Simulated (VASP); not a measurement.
Level of theory: PBE GGA + U (Dudarev), VASP's PBE PAW potentials (set 64) (plane waves; VASP).

A VASP calculation is set up with these files.

POSCAR:
```
CuAu
1
    2.8000000000     0.0000000000     0.0000000000
    0.0000000000     2.8000000000     0.0000000000
    0.0000000000     0.0000000000     3.6700000000
Cu Au
1 1
Direct
  0.0000000000   0.0000000000   0.0000000000
  0.5000000000   0.5000000000   0.5000000000
```

INCAR:
```
SYSTEM = CuAu
PREC = Accurate
ENCUT = 400
EDIFF = 1E-6
NELM = 100
ALGO = Normal
LREAL = .FALSE.
LASPH = .TRUE.
ISMEAR = 1
SIGMA = 0.1
GGA = PE
LMAXMIX = 6
LWAVE = .FALSE.
LCHARG = .FALSE.
ISIF = 2
LDAU = .TRUE.
LDAUTYPE = 2
LDAUL = 2 -1
LDAUU = 1.0 0
LDAUJ = 0 0
LDAUPRINT = 1
LORBIT = 10
```

### KPOINTS
```
Automatic mesh
0
Gamma
12 12 9
0 0 0
```

POTCAR, in this order: Cu Au (PBE.64 set). Program: vasp_std.

The resulting files:

**OSZICAR**
```
       N       E                     dE             d eps       ncg     rms          rms(c)
DAV:   1     0.115677068471E+03    0.11568E+03   -0.97879E+03  4373   0.173E+03
DAV:   2    -0.391606768923E+01   -0.11959E+03   -0.11385E+03  4361   0.301E+02
DAV:   3    -0.752955117636E+01   -0.36135E+01   -0.35450E+01  5237   0.624E+01
DAV:   4    -0.756926570739E+01   -0.39715E-01   -0.39708E-01  4776   0.561E+00
DAV:   5    -0.757053971860E+01   -0.12740E-02   -0.12740E-02  6334   0.110E+00    0.109E+01
DAV:   6    -0.690052550189E+01    0.67001E+00   -0.50236E+00  4388   0.630E+01    0.513E+00
DAV:   7    -0.679158250010E+01    0.10894E+00   -0.21074E+00  5251   0.687E+01    0.601E+00
DAV:   8    -0.669749437565E+01    0.94088E-01   -0.31877E-01  4991   0.182E+01    0.284E+00
DAV:   9    -0.669198195602E+01    0.55124E-02   -0.15889E-02  6373   0.197E+00    0.207E-01
DAV:  10    -0.669149673402E+01    0.48522E-03   -0.38066E-03  5313   0.134E+00    0.928E-02
DAV:  11    -0.669147437006E+01    0.22364E-04   -0.15623E-04  6560   0.346E-01    0.196E-02
DAV:  12    -0.669147187638E+01    0.24937E-05   -0.10170E-05  5279   0.387E-02    0.425E-03
DAV:  13    -0.669147157521E+01    0.30117E-06   -0.57261E-07  2891   0.260E-02
   1 F= -.66914716E+01 E0= -.66912421E+01  d E =-.688382E-03
```

File OUTCAR:
```
------------------------ aborting loop because EDIFF is reached ----------------------------------------
  FORCE on cell =-STRESS in cart. coord.  units (eV):
  Direction    XX          YY          ZZ          XY          YZ          ZX
  --------------------------------------------------------------------------------------
  Total        1.1680043      1.1680043      0.8781131      0.0000000      0.0000000      0.0000000
  in kB       65.0388589     65.0388589     48.8966273      0.0000000      0.0000000      0.0000000
  external PRESSURE =      59.6581150 kB  Pullay stress =       0.0000000 kB
  volume of cell :       28.77
      direct lattice vectors                 reciprocal lattice vectors
     2.800000000  0.000000000  0.000000000     0.357142857  0.000000000  0.000000000
     0.000000000  2.800000000  0.000000000     0.000000000  0.357142857  0.000000000
     0.000000000  0.000000000  3.670000000     0.000000000  0.000000000  0.272479564
 POSITION                                       TOTAL-FORCE (eV/Angst)
 -----------------------------------------------------------------------------------
      0.00000      0.00000      0.00000         0.000000      0.000000      0.000000
      1.40000      1.40000      1.83500         0.000000      0.000000      0.000000
 -----------------------------------------------------------------------------------
    total drift:                                0.000000     -0.000000     -0.000000
  FREE ENERGIE OF THE ION-ELECTRON SYSTEM (eV)
  ---------------------------------------------------
  free  energy   TOTEN  =        -6.6914715752 eV

  energy  without entropy=       -6.6907831934  energy(sigma->0) =       -6.69124211

 total charge

# of ion       s       p       d       tot
------------------------------------------
    1        0.378   0.318   9.260   9.956
    2        0.614   0.429   8.701   9.744
--------------------------------------------------
tot          0.993   0.747  17.961  19.700
```
(Selected blocks of OUTCAR.)

The compound is CuAu in the L1_0 structure. The cell was not relaxed at this level. The run is one of a series of settings (LDAU = .TRUE., LDAUJ = 0 0, LDAUL = 2 -1, LDAUTYPE = 2, LDAUU = 1.0 0 against the base run), some of them coarse on purpose.
